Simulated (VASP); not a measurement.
The system is H2, in a box.

```xyz
2
Lattice="10.0000 0.0000 0.0000 0.0000 10.0000 0.0000 0.0000 0.0000 10.0000" Properties=species:S:1:pos:R:3 pbc="T T T"
H     5.0000    5.0000    4.6250
H     5.0000    5.0000    5.3750
```

Base run:

| Quantity | Value |
| --- | --- |
| Program | VASP 6.6.1 |
| Functional | r2SCAN |
| Potentials or basis | VASP PAW PBE potentials, release 64 (H) |
| Cutoff | 450 eV |
| k mesh | 1 × 1 × 1 |
| Occupations | gaussian, width 0.02 eV |
| Spin | no spin polarisation |

Its results: gap between the frontier levels 10.94 eV; largest force 0.290 eV/Å.

**Question.** The run is repeated on the same cell with these changes: functional from r2SCAN to HSE06. What comes out?

**Answer.** Gap between the frontier levels 11.30 eV; largest force 0.205 eV/Å.

HSE06 gives the wider gap, since exact exchange removes part of the self-interaction.

Caveats: the PAW data sets were made with another functional, which shifts forces and pressure a little.

